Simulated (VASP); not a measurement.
Calculation: PBE GGA, VASP's PBE PAW potentials (set 64) (plane waves; VASP).

Input for VASP

**POSCAR**
```
Y3As
1
    0.0000000000     4.1296780000     4.1296780000
    4.1296780000     0.0000000000     4.1296780000
    4.1296780000     4.1296780000     0.0000000000
As Y
1 3
Direct
  0.0000000000   0.0000000000   0.0000000000
  0.5000000000   0.5000000000   0.5000000000
  0.2500000000   0.2500000000   0.2500000000
  0.7500000000   0.7500000000   0.7500000000
```

INCAR:
```
SYSTEM = Y3As
PREC = Accurate
ENCUT = 400
EDIFF = 1E-6
NELM = 100
ALGO = Normal
LREAL = .FALSE.
LASPH = .TRUE.
ISMEAR = 0
SIGMA = 0.05
GGA = PE
LMAXMIX = 4
LWAVE = .FALSE.
LCHARG = .FALSE.
ISIF = 2
NELECT = 38.02
```

**KPOINTS**
```
Automatic mesh
0
Gamma
4 4 4
0 0 0
```

POTCAR, in this order: As Y_sv (PBE.64 set). Program: vasp_std.

Output

**OSZICAR**
```
       N       E                     dE             d eps       ncg     rms          rms(c)
DAV:   1     0.159710189940E+03    0.15971E+03   -0.16383E+04   376   0.125E+03
DAV:   2    -0.351860967126E+01   -0.16323E+03   -0.16081E+03   403   0.301E+02
DAV:   3    -0.231029986534E+02   -0.19584E+02   -0.19388E+02   656   0.552E+01
DAV:   4    -0.246350740725E+02   -0.15321E+01   -0.15118E+01   498   0.160E+01
DAV:   5    -0.247031168218E+02   -0.68043E-01   -0.67863E-01   576   0.316E+00    0.245E+01
DAV:   6    -0.234153564108E+02    0.12878E+01   -0.61572E+00   458   0.766E+00    0.181E+01
DAV:   7    -0.233281550625E+02    0.87201E-01   -0.10299E+00   557   0.473E+00    0.744E+00
DAV:   8    -0.233392953724E+02   -0.11140E-01   -0.12471E-01   492   0.180E+00    0.862E-01
DAV:   9    -0.233374974594E+02    0.17979E-02   -0.22949E-02   499   0.757E-01    0.408E-01
DAV:  10    -0.233373898544E+02    0.10760E-03   -0.28500E-03   500   0.368E-01    0.133E-01
DAV:  11    -0.233373276861E+02    0.62168E-04   -0.42799E-04   585   0.100E-01    0.700E-02
DAV:  12    -0.233373343633E+02   -0.66771E-05   -0.51901E-05   482   0.455E-02    0.118E-02
DAV:  13    -0.233373355804E+02   -0.12171E-05   -0.72847E-06   504   0.126E-02    0.576E-03
DAV:  14    -0.233373350763E+02    0.50408E-06   -0.18602E-06   331   0.700E-03
   1 F= -.23337335E+02 E0= -.23329162E+02  d E =-.163466E-01
```

OUTCAR:
```
------------------------ aborting loop because EDIFF is reached ----------------------------------------
  FORCE on cell =-STRESS in cart. coord.  units (eV):
  Direction    XX          YY          ZZ          XY          YZ          ZX
  --------------------------------------------------------------------------------------
  Total       -6.7587128     -6.7587128     -6.7587128      0.0000000      0.0000000     -0.0000000
  in kB      -76.8769258    -76.8769258    -76.8769258      0.0000000      0.0000000     -0.0000000
  external PRESSURE =     -76.8769258 kB  Pullay stress =       0.0000000 kB
  volume of cell :      140.86
      direct lattice vectors                 reciprocal lattice vectors
     0.000000000  4.129678000  4.129678000    -0.121074815  0.121074815  0.121074815
     4.129678000  0.000000000  4.129678000     0.121074815 -0.121074815  0.121074815
     4.129678000  4.129678000  0.000000000     0.121074815  0.121074815 -0.121074815
 POSITION                                       TOTAL-FORCE (eV/Angst)
 -----------------------------------------------------------------------------------
      0.00000      0.00000      0.00000        -0.000000     -0.000000     -0.000000
      4.12968      4.12968      4.12968        -0.000000     -0.000000     -0.000000
      2.06484      2.06484      2.06484        -0.000000     -0.000000     -0.000000
      6.19452      6.19452      6.19452         0.000000      0.000000      0.000000
 -----------------------------------------------------------------------------------
    total drift:                               -0.000000      0.000000      0.000000
  FREE ENERGIE OF THE ION-ELECTRON SYSTEM (eV)
  ---------------------------------------------------
  free  energy   TOTEN  =       -23.3373350763 eV

  energy  without entropy=      -23.3209885252  energy(sigma->0) =      -23.32916180
```
(Selected blocks of OUTCAR.)

File OUTCAR:
```
 val. band max:        2.7032382867   @ k =   0.5000   0.2500   0.0000

 cond. band min:       2.7274107299   @ k =  -0.2500   0.2500   0.0000


 Fermi energy:         2.7094861518

 k-point     1 :       0.0000    0.0000    0.0000
  band No.  band energies     occupation
      1     -40.7577      2.00000
      2     -40.7433      2.00000
      3     -40.5775      2.00000
      4     -20.7239      2.00000
      5     -20.7239      2.00000
      6     -20.7239      2.00000
      7     -20.7118      2.00000
      8     -20.7118      2.00000
      9     -20.7118      2.00000
     10     -20.4877      2.00000
     11     -20.4877      2.00000
     12     -20.4877      2.00000
     13      -7.3701      2.00000
     14      -0.1471      2.00000
     15       0.5458      2.00000
     16       0.5458      2.00000
     17       0.5458      2.00000
     18       1.9224      2.00000
     19       1.9224      2.00000
     20       2.9360      0.00000
     21       2.9360      0.00000
     22       2.9360      0.00000
     23       4.7665      0.00000

 k-point     2 :       0.2500    0.0000    0.0000
  band No.  band energies     occupation
      1     -40.7544      2.00000
      2     -40.7447      2.00000
      3     -40.5794      2.00000
      4     -20.7526      2.00000
      5     -20.7494      2.00000
      6     -20.7494      2.00000
      7     -20.6924      2.00000
      8     -20.6924      2.00000
      9     -20.6709      2.00000
     10     -20.5025      2.00000
     11     -20.4816      2.00000
     12     -20.4816      2.00000
     13      -7.3024      2.00000
     14      -0.7640      2.00000
     15       0.4931      2.00000
     16       0.4931      2.00000
     17       1.7018      2.00000
     18       2.3416      2.00000
     19       2.3416      2.00000
     20       2.5755      1.99985
     21       2.8884      0.00000
     22       2.8884      0.00000
     23       3.7311      0.00000

 k-point     3 :       0.5000    0.0000    0.0000
...
```

The cell is charged, with a uniform compensating background.

The structure was generated: Y3As was put into the D03 type (Fm-3m), which need not be its known phase. The cell was not relaxed at this level. The k-mesh is coarse (spacing up to 0.33 per Å, 2π included), so the numbers may not be converged in it. The run is one of a series of settings (NELECT = 38.02 against the base run), some of them coarse on purpose.
